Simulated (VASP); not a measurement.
Consider the following.

```xyz
2
Lattice="0.0000 2.7491 2.7491 2.7491 0.0000 2.7491 2.7491 2.7491 0.0000" Properties=species:S:1:pos:R:3 pbc="T T T"
Ag     0.0000     0.0000     0.0000
Cl     2.7491     2.7491     2.7491
```

The numbers are results of PBEsol GGA, VASP's PBE PAW potentials (set 64) (plane waves; VASP), not measurements. Run with 520 eV cut-off, 8×8×8 Γ-centred mesh, Gaussian smearing of 0.050 eV, potentials Ag Cl.

**Question.** Predict the energy per atom (σ→0), pressure, band gap (on the k-mesh) with the smallest direct gap where there is one.

**Answer.** 
```json
{
  "band gap (on the k-mesh)": "0.72 eV",
  "smallest direct gap (on the k-mesh)": "3.13 eV",
  "energy per atom (σ→0)": "-3.028 eV/atom",
  "pressure": "-1.56 GPa"
}
```

The absolute energy has meaning only against runs of the same code, potentials and settings.

The compound is AgCl in the rock salt structure. This cell is one point of a volume scan, at 1.03 of the reference volume.
